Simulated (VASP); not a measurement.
Data:

```yaml
crystal:
  lattice:
    - [1.97573, 1.14069, 6.39618]
    - [-1.97573, 1.14069, 6.39618]
    - [0.00000, -2.28137, 6.39618]
  atoms:
    - { symbol: Zn, position: [0.36767, 0.36767, 0.36767] }
    - { symbol: Si, position: [0.88210, 0.88210, 0.88210] }
    - { symbol: As, position: [0.00208, 0.00208, 0.00208] }
    - { symbol: As, position: [0.49814, 0.49814, 0.49814] }
```

The numbers are results of PBEsol GGA, VASP's PBE PAW potentials (set 64) (plane waves; VASP), not measurements. Settings: 400 eV cut-off, Gaussian smearing of 0.050 eV, potentials Zn Si As.

Problem. Estimate the band gap (along the path) with the smallest direct gap where there is one.

Solution. 
- band gap (along the path) = none (metal, semimetal or under 0.01 eV)

Total energies compare only between runs with the same potentials, cut-off and functional.

The structure comes from a computed database's ZnSiAs2 entry (R3m); how it stands against other phases isn't given here. It was relaxed first.
